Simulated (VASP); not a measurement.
Output of a VASP run:

### OSZICAR
```
       N       E                     dE             d eps       ncg     rms          rms(c)
DAV:   1     0.798670200534E-01    0.79867E-01   -0.41788E+03  1208   0.876E+02
DAV:   2    -0.226739048066E+02   -0.22754E+02   -0.21280E+02  1672   0.115E+02
DAV:   3    -0.229929058070E+02   -0.31900E+00   -0.31141E+00  1496   0.156E+01
DAV:   4    -0.229936739594E+02   -0.76815E-03   -0.76815E-03  1664   0.589E-01
DAV:   5    -0.229936753907E+02   -0.14313E-05   -0.14315E-05  1576   0.129E-02    0.528E+00
DAV:   6    -0.205040239624E+02    0.24897E+01   -0.28510E+00  1256   0.117E+01    0.272E+00
DAV:   7    -0.202911160297E+02    0.21291E+00   -0.90669E-01  1280   0.868E+00    0.687E-01
DAV:   8    -0.203787518266E+02   -0.87636E-01   -0.27582E-01  1232   0.630E+00    0.503E-01
DAV:   9    -0.203060823083E+02    0.72670E-01   -0.42848E-01  1120   0.824E+00    0.271E-01
DAV:  10    -0.203998748058E+02   -0.93792E-01   -0.23548E-01  1136   0.733E+00    0.144E-01
DAV:  11    -0.204031248597E+02   -0.32501E-02   -0.31171E-03  1672   0.815E-01    0.126E-01
DAV:  12    -0.203985390124E+02    0.45858E-02   -0.55351E-02  1224   0.272E+00    0.108E-01
DAV:  13    -0.204055693729E+02   -0.70304E-02   -0.28822E-02  1144   0.204E+00    0.106E-02
DAV:  14    -0.204055277784E+02    0.41594E-04   -0.41209E-04  1352   0.259E-01    0.902E-03
DAV:  15    -0.204054961598E+02    0.31619E-04   -0.52130E-05  1384   0.997E-02    0.748E-03
DAV:  16    -0.204055198225E+02   -0.23663E-04   -0.34336E-05  1200   0.868E-02    0.685E-03
DAV:  17    -0.204055150884E+02    0.47341E-05   -0.76630E-06  1160   0.418E-02    0.524E-03
DAV:  18    -0.204055386039E+02   -0.23516E-04   -0.20884E-05  1192   0.636E-02    0.363E-03
DAV:  19    -0.204055353680E+02    0.32359E-05   -0.56081E-07  1176   0.114E-02    0.323E-03
DAV:  20    -0.204055361374E+02   -0.76943E-06   -0.18531E-06  1168   0.197E-02
   1 F= -.20405536E+02 E0= -.20405624E+02  d E =-.204055E+02
       N       E                     dE             d eps       ncg     rms          rms(c)
DAV:   1    -0.204055591290E+02   -0.23761E-04   -0.12886E-03  1504   0.398E-01    0.173E-02
DAV:   2    -0.204055842471E+02   -0.25118E-04   -0.86584E-05  1320   0.139E-01    0.109E-02
DAV:   3    -0.204055780804E+02    0.61667E-05   -0.36712E-05  1344   0.849E-02    0.234E-03
DAV:   4    -0.204056001714E+02   -0.22091E-04   -0.41176E-05  1144   0.859E-02    0.200E-03
DAV:   5    -0.204055934786E+02    0.66927E-05   -0.38010E-06  1128   0.244E-02    0.945E-04
DAV:   6    -0.204055909746E+02    0.25040E-05   -0.17641E-06  1224   0.172E-02    0.268E-04
DAV:   7    -0.204055884399E+02    0.25348E-05   -0.29885E-07   680   0.724E-03    0.185E-04
DAV:   8    -0.204055881594E+02    0.28051E-06   -0.26413E-08   584   0.197E-03
   2 F= -.20405588E+02 E0= -.20405652E+02  d E =-.520219E-04
```

OUTCAR:
```
------------------------ aborting loop because EDIFF is reached ----------------------------------------
  FORCE on cell =-STRESS in cart. coord.  units (eV):
  Direction    XX          YY          ZZ          XY          YZ          ZX
  --------------------------------------------------------------------------------------
  Total        0.0351327      0.0351327      0.0100091      0.0000000      0.0000000     -0.0000000
  in kB        1.9873775      1.9873767      0.5661929      0.0000000      0.0000000     -0.0000000
  external PRESSURE =       1.5136490 kB  Pullay stress =       0.0000000 kB
  volume of cell :       28.32
      direct lattice vectors                 reciprocal lattice vectors
     1.534118554 -2.657170793  0.000000000     0.325920053 -0.188170065 -0.000000000
     1.534118554  2.657170793 -0.000000000     0.325920053  0.188170065 -0.000000000
     0.000000000  0.000000000  3.474029675     0.000000000  0.000000000  0.287850161
 POSITION                                       TOTAL-FORCE (eV/Angst)
 -----------------------------------------------------------------------------------
      0.00000      0.00000     -0.00000        -0.000000      0.000000     -0.000000
      1.53412      0.88573      1.73701         0.000000     -0.000000     -0.000000
      1.53412     -0.88573      1.73701        -0.000000      0.000000      0.000000
 -----------------------------------------------------------------------------------
    total drift:                                0.000000     -0.000000      0.000000
  FREE ENERGIE OF THE ION-ELECTRON SYSTEM (eV)
  ---------------------------------------------------
  free  energy   TOTEN  =       -20.4055881594 eV

  energy  without entropy=      -20.4057784850  energy(sigma->0) =      -20.40565160

 reached required accuracy - stopping structural energy minimisation
```
(Selected blocks of OUTCAR.)

File POSCAR:
```
MgB2
1
    1.5358125380    -2.6601048580    -0.0000000000
    1.5358125380     2.6601048580    -0.0000000000
   -0.0000000000    -0.0000000000     3.4733760210
Mg B
1 2
Direct
  0.0000000000   0.0000000000   0.0000000000
  0.3333330000   0.6666670000   0.5000000000
  0.6666670000   0.3333330000   0.5000000000
```

Task: Write an INCAR and KPOINTS that could have produced this output.

Result: One answer among several that fit: the input of the run itself, SCAN meta-GGA, plane waves, VASP's PBE PAW potentials (set 64).

### KPOINTS
```
Automatic mesh
0
Gamma
10 10 8
0 0 0
```

INCAR:
```
SYSTEM = MgB2
PREC = Accurate
ENCUT = 520
EDIFF = 1E-6
NELM = 100
ALGO = Normal
LREAL = .FALSE.
LASPH = .TRUE.
ISMEAR = 1
SIGMA = 0.1
METAGGA = SCAN
LMIXTAU = .TRUE.
LWAVE = .FALSE.
LCHARG = .FALSE.
IBRION = 2
ISIF = 3
NSW = 60
EDIFFG = -0.02
```

POTCAR, in this order: Mg B (PBE.64 set). Program: vasp_std.

The compound is MgB2 in the AlB2 type structure. This run relaxes it. Symmetry was kept, so distortions that lower it aren't found.
